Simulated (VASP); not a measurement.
Method: PBEsol GGA, VASP's PBE PAW potentials (set 64) (plane waves; VASP).

Input for VASP

POSCAR:
```
Al
1
    0.0000000000     2.0057806616     2.0057806616
    2.0057806616     0.0000000000     2.0057806616
    2.0057806616     2.0057806616     0.0000000000
Al
1
Direct
  0.0000000000   0.0000000000   0.0000000000
```

**KPOINTS**
```
Automatic
0
Gamma
 14 14 14
```

**INCAR**
```
! general
SYSTEM=Al
PREC  =Accurate
ENCUT =480
LREAL =F
LASPH =T

! electronic loop
EDIFF =1E-7
NELM  =100
ALGO  =Normal

! smearing
ISMEAR=1
SIGMA =0.1

! functional
GGA   =PS

! ions
ISIF  =2

! output
LWAVE =F
LCHARG=F
```

POTCAR, in this order: Al (PBE.64 set). Program: vasp_std.

The run wrote:

**OSZICAR**
```
       N       E                     dE             d eps       ncg     rms          rms(c)
DAV:   1    -0.146790732306E+01   -0.14679E+01   -0.84304E+02  1100   0.303E+02
DAV:   2    -0.408677148134E+01   -0.26189E+01   -0.23133E+01  1385   0.317E+01
DAV:   3    -0.411406420857E+01   -0.27293E-01   -0.23007E-01  1330   0.366E+00
DAV:   4    -0.411418491673E+01   -0.12071E-03   -0.12072E-03  1455   0.231E-01
DAV:   5    -0.411418582669E+01   -0.90997E-06   -0.91037E-06  1365   0.151E-02    0.144E+00
DAV:   6    -0.409670234347E+01    0.17483E-01   -0.21616E-03  1240   0.309E-01    0.816E-01
DAV:   7    -0.408490262062E+01    0.11800E-01   -0.59157E-03  1235   0.494E-01    0.172E-01
DAV:   8    -0.408488778445E+01    0.14836E-04   -0.32052E-05  1375   0.587E-02    0.120E-02
DAV:   9    -0.408488701673E+01    0.76772E-06   -0.52048E-07  1295   0.525E-03    0.154E-03
DAV:  10    -0.408488675619E+01    0.26054E-06   -0.46830E-09  1030   0.704E-04    0.140E-03
DAV:  11    -0.408488672646E+01    0.29722E-07   -0.29025E-10   640   0.155E-04
   1 F= -.40848867E+01 E0= -.40849843E+01  d E =0.292749E-03
```

File OUTCAR:
```
------------------------ aborting loop because EDIFF is reached ----------------------------------------
  FORCE on cell =-STRESS in cart. coord.  units (eV):
  Direction    XX          YY          ZZ          XY          YZ          ZX
  --------------------------------------------------------------------------------------
  Total        0.0025376      0.0025376      0.0025376      0.0000000     -0.0000000      0.0000000
  in kB        0.2519182      0.2519182      0.2519182      0.0000000     -0.0000000      0.0000000
  external PRESSURE =       0.2519182 kB  Pullay stress =       0.0000000 kB
  volume of cell :       16.14
      direct lattice vectors                 reciprocal lattice vectors
     0.000000000  2.005780662  2.005780662    -0.249279500  0.249279500  0.249279500
     2.005780662  0.000000000  2.005780662     0.249279500 -0.249279500  0.249279500
     2.005780662  2.005780662  0.000000000     0.249279500  0.249279500 -0.249279500
 POSITION                                       TOTAL-FORCE (eV/Angst)
 -----------------------------------------------------------------------------------
      0.00000      0.00000      0.00000        -0.000000      0.000000     -0.000000
 -----------------------------------------------------------------------------------
    total drift:                                0.000000     -0.000000     -0.000000
  FREE ENERGIE OF THE ION-ELECTRON SYSTEM (eV)
  ---------------------------------------------------
  free  energy   TOTEN  =        -4.0848867265 eV

  energy  without entropy=       -4.0851794757  energy(sigma->0) =       -4.08498431
```
(Selected blocks of OUTCAR.)

File OUTCAR:
```
 val. band max:        8.1253667376   @ k =  -0.3571   0.4286   0.2143

 cond. band min:       8.1880519420   @ k =   0.5000   0.2857   0.0000


 Fermi energy:         8.1357111770

 k-point     1 :       0.0000    0.0000    0.0000
  band No.  band energies     occupation
      1      -3.1018      2.00000
      2      20.8989      0.00000
      3      20.8989      0.00000
      4      20.8989      0.00000
      5      22.5584      0.00000

 k-point     2 :       0.0714    0.0000    0.0000
  band No.  band energies     occupation
      1      -2.9611      2.00000
      2      18.7743      0.00000
      3      20.4680      0.00000
      4      20.4680      0.00000
      5      23.1651      0.00000

 k-point     3 :       0.1429    0.0000    0.0000
  band No.  band energies     occupation
      1      -2.5399      2.00000
      2      15.8611      0.00000
      3      19.8462      0.00000
      4      19.8462      0.00000
      5      23.0604      0.00000

 k-point     4 :       0.2143    0.0000    0.0000
  band No.  band energies     occupation
      1      -1.8408      2.00000
      2      13.0192      0.00000
      3      19.3828      0.00000
      4      19.3828      0.00000
      5      22.8237      0.00000

 k-point     5 :       0.2857    0.0000    0.0000
  band No.  band energies     occupation
      1      -0.8679      2.00000
      2      10.3486      0.00000
      3      19.1329      0.00000
      4      19.1329      0.00000
      5      22.4881      0.00000

 k-point     6 :       0.3571    0.0000    0.0000
  band No.  band energies     occupation
      1       0.3730      2.00000
      2       7.8845      2.00219
      3      19.1101      0.00000
      4      19.1101      0.00000
      5      21.3572      0.00000

 k-point     7 :       0.4286    0.0000    0.0000
  band No.  band energies     occupation
      1       1.8741      2.00000
      2       5.6464      2.00000
      3      19.3189      0.00000
...
```

The compound is Al in the fcc structure. It was relaxed first.
